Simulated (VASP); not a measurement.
Here is the system:

```
Ag2Yb
1.0
   -1.81049     1.81049     4.54651
    1.81049    -1.81049     4.54651
    1.81049     1.81049    -4.54651
Yb Ag
1 2
Direct
  0.00000   0.00000   0.00000
  0.67213   0.67213   0.00000
  0.32787   0.32787   0.00000
```

Method: PBEsol GGA, VASP's PBE PAW potentials (set 64) (plane waves; VASP). Settings: 400 eV cut-off, Gaussian smearing of 0.050 eV, potentials Yb_2 Ag.

The 4f electrons are frozen in the core of the lanthanide potential, so 4f levels, which can set the real gap, and their magnetism are missing.

### Question
Predict the band gap (along the path) with the smallest direct gap where there is one.

### Answer

| Property | Value |
|---|---|
| band gap (along the path) | none (metal, semimetal or under 0.01 eV) |

Total energies compare only between runs with the same potentials, cut-off and functional.

The structure comes from a computed database's YbAg2 entry (I4/mmm); how it stands against other phases isn't given here. It was relaxed first, which changed the volume by -9 %.
